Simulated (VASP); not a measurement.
The cell holds one CuZn (CsCl type) (110) slab, with vacuum along c, ions free to move until forces fall under 0.03 eV/Å, no reconstruction beyond this cell, dipole correction on.

```
CuZn
1.0
    2.90958     0.00000     0.00000
    0.00000     4.11476     0.00000
    0.00000     0.00000    25.08137
Zn Cu
5 5
Direct
  0.50000   0.00000   0.33153
  0.50000   0.50000   0.41921
  0.50000   0.00000   0.50000
  0.50000   0.50000   0.58079
  0.50000   0.00000   0.66847
  0.00000   0.50000   0.33893
  0.00000   0.00000   0.41686
  0.00000   0.50000   0.50000
  0.00000   0.00000   0.58314
  0.00000   0.50000   0.66107
```

Level of theory: PBEsol GGA, VASP's PBE PAW potentials (set 64) (plane waves; VASP 6.6.1). Numerical set-up: 400 eV cut-off, 9×7×1 Γ-centred mesh, first-order Methfessel-Paxton smearing of 0.10 eV, potentials Zn Cu.

Slab and bulk use different k-meshes, so the surface energy is good to a few per cent at best.

Task: Predict its surface energy, work function, band gap (on the k-mesh).

Result: 
```
Quantity                                                     Value
------------------------  ----------------------------------------
surface energy                                           88 meV/Å²
work function                                              4.80 eV
band gap (on the k-mesh)  none (metal, semimetal or under 0.01 eV)
```

The cell is a thin slab with vacuum, built from CuZn (CsCl type): (110) face.
